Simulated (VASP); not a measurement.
Level of theory: revPBE GGA, VASP's PBE PAW potentials (set 64) (plane waves; VASP).

VASP input:

INCAR:
```
SYSTEM = Co
PREC = Accurate
ENCUT = 520
EDIFF = 1E-6
NELM = 100
ALGO = Normal
LREAL = .FALSE.
LASPH = .TRUE.
ISMEAR = 1
SIGMA = 0.1
GGA = RE
LMAXMIX = 4
ISPIN = 2
MAGMOM = 1.8 1.8
LORBIT = 10
LWAVE = .FALSE.
LCHARG = .FALSE.
IBRION = 2
ISIF = 3
NSW = 60
EDIFFG = -0.01
```

File POSCAR:
```
Co
1
    1.2550000000    -2.1737240000     0.0000000000
    1.2550000000     2.1737240000     0.0000000000
    0.0000000000     0.0000000000     4.0700000000
Co
2
Direct
  0.3333330000   0.6666670000   0.2500000000
  0.6666670000   0.3333330000   0.7500000000
```

File KPOINTS:
```
K-points
0
G
  15 15 8
0 0 0
```

POTCAR, in this order: Co (PBE.64 set). Program: vasp_std.

The resulting files:

### OSZICAR
```
       N       E                     dE             d eps       ncg     rms          rms(c)
DAV:   1     0.817839144193E+02    0.81784E+02   -0.83648E+03  8196   0.158E+03
DAV:   2    -0.130123697126E+02   -0.94796E+02   -0.87791E+02  8142   0.256E+02
DAV:   3    -0.151930175348E+02   -0.21806E+01   -0.21239E+01  9696   0.555E+01
DAV:   4    -0.152247660725E+02   -0.31749E-01   -0.31739E-01 11881   0.511E+00
DAV:   5    -0.152250120868E+02   -0.24601E-03   -0.24599E-03  9851   0.429E-01    0.143E+01
DAV:   6    -0.136849600966E+02    0.15401E+01   -0.13420E+01  8632   0.739E+01    0.709E+00
DAV:   7    -0.132829873624E+02    0.40197E+00   -0.18387E+00  9115   0.267E+01    0.381E+00
DAV:   8    -0.132660640669E+02    0.16923E-01   -0.20946E-02 11029   0.172E+00    0.181E+00
DAV:   9    -0.132513489504E+02    0.14715E-01   -0.65331E-03 11624   0.144E+00    0.514E-01
DAV:  10    -0.132516614680E+02   -0.31252E-03   -0.15915E-03 11316   0.567E-01    0.777E-02
DAV:  11    -0.132516212549E+02    0.40213E-04   -0.68314E-05 11275   0.112E-01    0.288E-02
DAV:  12    -0.132516204815E+02    0.77340E-06   -0.42238E-06  9349   0.281E-02
   1 F= -.13251620E+02 E0= -.13251517E+02  d E =-.132516E+02  mag=     3.2907
       N       E                     dE             d eps       ncg     rms          rms(c)
DAV:   1    -0.132652687671E+02   -0.13648E-01   -0.16272E-01  8324   0.721E+00    0.933E-01
DAV:   2    -0.132547815727E+02    0.10487E-01   -0.63633E-02  8870   0.516E+00    0.634E-01
DAV:   3    -0.132520566755E+02    0.27249E-02   -0.80122E-03  8744   0.182E+00    0.255E-01
DAV:   4    -0.132518641580E+02    0.19252E-03   -0.11471E-04 10288   0.146E-01    0.900E-02
DAV:   5    -0.132517041279E+02    0.16003E-03   -0.48330E-05 12282   0.913E-02    0.194E-02
DAV:   6    -0.132517028814E+02    0.12466E-05   -0.67051E-06 10055   0.355E-02    0.688E-03
DAV:   7    -0.132517028376E+02    0.43815E-07   -0.59892E-07  4571   0.115E-02
   2 F= -.13251703E+02 E0= -.13251602E+02  d E =-.823561E-04  mag=     3.2815
       N       E                     dE             d eps       ncg     rms          rms(c)
DAV:   1    -0.132546726221E+02   -0.29697E-02   -0.33496E-02  8324   0.329E+00    0.421E-01
DAV:   2    -0.132525041862E+02    0.21684E-02   -0.13013E-02  8856   0.232E+00    0.285E-01
DAV:   3    -0.132519527301E+02    0.55146E-03   -0.16149E-03  8730   0.818E-01    0.116E-01
DAV:   4    -0.132519107571E+02    0.41973E-04   -0.22314E-05  9976   0.639E-02    0.412E-02
DAV:   5    -0.132518746189E+02    0.36138E-04   -0.10014E-05 12199   0.415E-02    0.819E-03
DAV:   6    -0.132518751098E+02   -0.49089E-06   -0.11299E-06  4952   0.153E-02
   3 F= -.13251875E+02 E0= -.13251768E+02  d E =-.254628E-03  mag=     3.2861
       N       E                     dE             d eps       ncg     rms          rms(c)
DAV:   1    -0.132520162201E+02   -0.14160E-03   -0.38274E-03  9031   0.577E-01    0.753E-02
DAV:   2    -0.132519279798E+02    0.88240E-04   -0.16379E-04  9990   0.262E-01    0.431E-02
DAV:   3    -0.132519058819E+02    0.22098E-04   -0.39020E-05 10025   0.112E-01    0.301E-02
DAV:   4    -0.132518993643E+02    0.65175E-05   -0.63204E-06  9482   0.303E-02    0.663E-03
DAV:   5    -0.132518988179E+02    0.54643E-06   -0.70663E-07  4285   0.149E-02
   4 F= -.13251899E+02 E0= -.13251793E+02  d E =-.237081E-04  mag=     3.2852
```

### OUTCAR
```
------------------------ aborting loop because EDIFF is reached ----------------------------------------
  FORCE on cell =-STRESS in cart. coord.  units (eV):
  Direction    XX          YY          ZZ          XY          YZ          ZX
  --------------------------------------------------------------------------------------
  Total        0.0066457      0.0066457     -0.0050313      0.0000000      0.0000000      0.0000000
  in kB        0.4813815      0.4813816     -0.3644384      0.0000000      0.0000000      0.0000000
  external PRESSURE =       0.1994416 kB  Pullay stress =       0.0000000 kB
  volume of cell :       22.12
      direct lattice vectors                 reciprocal lattice vectors
     1.254346024 -2.172591280 -0.000000000     0.398614091 -0.230139928  0.000000000
     1.254346024  2.172591280 -0.000000000     0.398614091  0.230139928  0.000000000
    -0.000000000  0.000000000  4.058258477     0.000000000  0.000000000  0.246411116
 POSITION                                       TOTAL-FORCE (eV/Angst)
 -----------------------------------------------------------------------------------
      1.25435      0.72420      1.01456         0.000000      0.000000      0.000000
      1.25435     -0.72420      3.04369        -0.000000     -0.000000      0.000000
 -----------------------------------------------------------------------------------
    total drift:                               -0.000023      0.000002     -0.000028
  FREE ENERGIE OF THE ION-ELECTRON SYSTEM (eV)
  ---------------------------------------------------
  free  energy   TOTEN  =       -13.2518988179 eV

  energy  without entropy=      -13.2515820740  energy(sigma->0) =      -13.25179324

 total charge

# of ion       s       p       d       tot
------------------------------------------
    1        0.483   0.506   7.248   8.237
    2        0.483   0.506   7.248   8.237
--------------------------------------------------
tot          0.966   1.012  14.496  16.474

 magnetization (x)

# of ion       s       p       d       tot
------------------------------------------
    1       -0.015  -0.056   1.740   1.668
    2       -0.015  -0.056   1.740   1.668
--------------------------------------------------
tot         -0.030  -0.113   3.479   3.337

 reached required accuracy - stopping structural energy minimisation
```
(Selected blocks of OUTCAR.)

File CONTCAR:
```
Co
   1.00000000000000
     1.2543460239359381   -2.1725912798596134   -0.0000000000000000
     1.2543460239359381    2.1725912798596134   -0.0000000000000000
    -0.0000000000000000    0.0000000000000000    4.0582584772086028
  Co
     2
Direct
     0.3333330000000032    0.6666669999999968    0.2500000000000000
     0.6666669999999968    0.3333330000000032    0.7500000000000000
```

File OUTCAR:
```
 val. band max:       10.0720459782   @ k =   0.1333   0.0667   0.1250

 cond. band min:      10.0829729087   @ k =   0.4000   0.0667   0.3750


 Fermi energy:        10.0763715103

 spin component 1

 k-point     1 :       0.0000    0.0000    0.0000
  band No.  band energies     occupation
      1       1.3135      1.00000
      2       5.0400      1.00000
      3       7.4742      1.00000
      4       7.4924      1.00000
      5       7.4924      1.00000
      6       7.7917      1.00000
      7       7.7917      1.00000
      8       8.1252      1.00000
      9       8.1252      1.00000
     10       9.1853      1.00000
     11       9.1853      1.00000
     12      10.0356      0.81501
     13      16.2701      0.00000
     14      31.8992      0.00000
     15      34.3265      0.00000

 k-point     2 :       0.0667    0.0000    0.0000
  band No.  band energies     occupation
      1       1.4673      1.00000
      2       5.1317      1.00000
      3       7.3153      1.00000
      4       7.5628      1.00000
      5       7.6315      1.00000
      6       7.7590      1.00000
      7       7.8540      1.00000
      8       8.0449      1.00000
      9       8.0809      1.00000
     10       8.6286      1.00000
     11       9.2042      1.00000
     12      10.7784     -0.00000
     13      16.2983      0.00000
     14      30.6633      0.00000
     15      32.5667      0.00000

 k-point     3 :       0.1333    0.0000    0.0000
  band No.  band energies     occupation
      1       1.9187      1.00000
      2       5.3776      1.00000
      3       7.1113      1.00000
      4       7.6213      1.00000
      5       7.6391      1.00000
      6       7.7659      1.00000
      7       7.8400      1.00000
      8       7.9645      1.00000
      9       8.0329      1.00000
     10       8.1937      1.00000
     11       9.2494      1.00000
     12      11.9587     -0.00000
     13      16.3922      0.00000
...
```

The compound is Co in the hcp structure. This run relaxes it. Symmetry was kept, so distortions that lower it aren't found.
